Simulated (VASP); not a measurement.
OSZICAR of a VASP run on Tc (atoms displaced from the space group 194 structure):

File OSZICAR:
```
       N       E                     dE             d eps       ncg     rms          rms(c)
DAV:   1     0.219144140344E+03    0.21914E+03   -0.12893E+04   972   0.105E+03
DAV:   2    -0.170014325905E+02   -0.23615E+03   -0.23384E+03  1002   0.362E+02
DAV:   3    -0.222395679613E+02   -0.52381E+01   -0.51469E+01  1058   0.627E+01
DAV:   4    -0.222864828817E+02   -0.46915E-01   -0.46399E-01  1001   0.546E+00
DAV:   5    -0.222867890860E+02   -0.30620E-03   -0.30618E-03   991   0.437E-01    0.235E+01
DAV:   6    -0.209879331675E+02    0.12989E+01   -0.30126E+00   910   0.173E+01    0.738E+00
DAV:   7    -0.208151356295E+02    0.17280E+00   -0.63721E-01   959   0.725E+00    0.799E-01
DAV:   8    -0.208038055775E+02    0.11330E-01   -0.88004E-03   910   0.101E+00    0.251E-01
DAV:   9    -0.208034993970E+02    0.30618E-03   -0.54868E-04  1001   0.178E-01    0.256E-02
DAV:  10    -0.208034979553E+02    0.14417E-05   -0.15225E-05   923   0.343E-02    0.879E-03
DAV:  11    -0.208034945366E+02    0.34187E-05   -0.13439E-06   471   0.126E-02    0.144E-03
DAV:  12    -0.208034937045E+02    0.83201E-06   -0.97147E-08   446   0.315E-03
   1 F= -.20803494E+02 E0= -.20772651E+02  d E =-.616862E-01
```

**Question.** Which electronic solver shows in the log?

**Answer.** It is blocked Davidson (ALGO = Normal, or the opening steps of other solvers). The INCAR had ALGO = Normal.

**Question.** Can the final energy be trusted as converged?

**Answer.** Self-consistency was reached. It stopped with EDIFF = 1E-6, NELM = 100 (PBE GGA, plane waves, VASP's PBE PAW potentials (set 64)).

The structure comes from a computed database's Tc entry; how it stands against other phases isn't given here. The cell was not relaxed at this level, atoms are displaced from their ideal sites. The k-mesh is coarse (spacing up to 0.66 per Å, 2π included), so the numbers may not be converged in it. The run is one of a series of settings (KPOINTS 4×4×3 Γ-centred mesh against the base run), some of them coarse on purpose.
